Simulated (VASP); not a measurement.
Set up this calculation in VASP 6.6.1, as the native input.

| Property | Result |
| --- | --- |
| Task | single point |
| Functional | PBE |
| Potentials or basis | VASP PAW PBE potentials, release 64 (B, Ru_pv) |
| Cutoff | 520 eV |
| k mesh | 8 × 8 × 8 |
| Occupations | gaussian, width 0.1 eV |
| Spin | no spin polarisation |
| Dipole correction | no |
| Further INCAR settings | ALGO = Fast; EDIFF = 1e-06; NBANDS = 37 |

The structure of B12Ru lies in POSCAR:

```
B12Ru
1.0
    4.4870158826      0.0000000000      0.0000000000
    0.0000000000      4.4870158826      0.0000000000
    0.0000000000      0.0000000000      4.4870158826
B Ru
12 1
Direct
    0.5000000000      0.7898322990      0.7898322990
    0.5000000000      0.2101677010      0.7898322990
    0.5000000000      0.7898322990      0.2101677010
    0.5000000000      0.2101677010      0.2101677010
    0.7898322990      0.5000000000      0.7898322990
    0.7898322990      0.5000000000      0.2101677010
    0.2101677010      0.5000000000      0.7898322990
    0.2101677010      0.5000000000      0.2101677010
    0.7898322990      0.7898322990      0.5000000000
    0.2101677010      0.7898322990      0.5000000000
    0.7898322990      0.2101677010      0.5000000000
    0.2101677010      0.2101677010      0.5000000000
    0.0000000000      0.0000000000      0.0000000000
```

The cell was built by a generator and needn't be a form met in nature.

The input as run:

INCAR

```
  PREC = Accurate
  ENCUT = 520
  EDIFF = 1E-6
  ISMEAR = 0
  SIGMA = 0.1
  LREAL = False
  LASPH = True
  NELM = 100
  ALGO = Fast
  ISIF = 2
  LWAVE = False
  LCHARG = False
  GGA = PE
  NBANDS = 37
```

KPOINTS

```
regular mesh
0
Gamma
  8 8 8
```

Potentials or basis: VASP PAW PBE potentials, release 64 (B, Ru_pv).

Run with:

```sh
$ cat potpaw_PBE.64/B/POTCAR potpaw_PBE.64/Ru_pv/POTCAR > POTCAR
$ mpirun -np 1 vasp_std > vasp.out
```

Results of the run:

The pressure is 0.0 GPa and the largest force is 0.014 eV/Å. The band gap on the k mesh is none (metal or under the smearing width).

Wall time 77 s on 1 thread of Intel(R) Xeon(R) Platinum 8488C (Sapphire Rapids) (shared host), peak memory 0.25 GiB.
